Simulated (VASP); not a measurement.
VASP, PAW. Band gap of CdSe (wurtzite) (no spin-orbit coupling).

```tsv
level	band gap (eV)
PBE-D4 (own cell)	0.62
r2SCAN (own cell)	1.08
```

Estimate the band gap from rev-vdW-DF2 (own cell), SCAN (own cell), PBEsol (own cell) and from experiment.

```
Quantity                                                                      Result
----------------------  ------------------------------------------------------------
rev-vdW-DF2 (own cell)                                                       0.43 eV
SCAN (own cell)                                                              0.98 eV
PBEsol (own cell)                                                            0.53 eV
measured                1.73 eV (as given by Abedi et al., (2022), arXiv:2211.14644)
```

Only levels that ran to the end are used. Left out are those held back, those with too coarse a band path, GW runs whose mesh misses a band edge, hybrids' fits of cells that aren't cubic and levels without matching references; a question may draw on a part of the rest.

The compound is CdSe in the wurtzite structure.
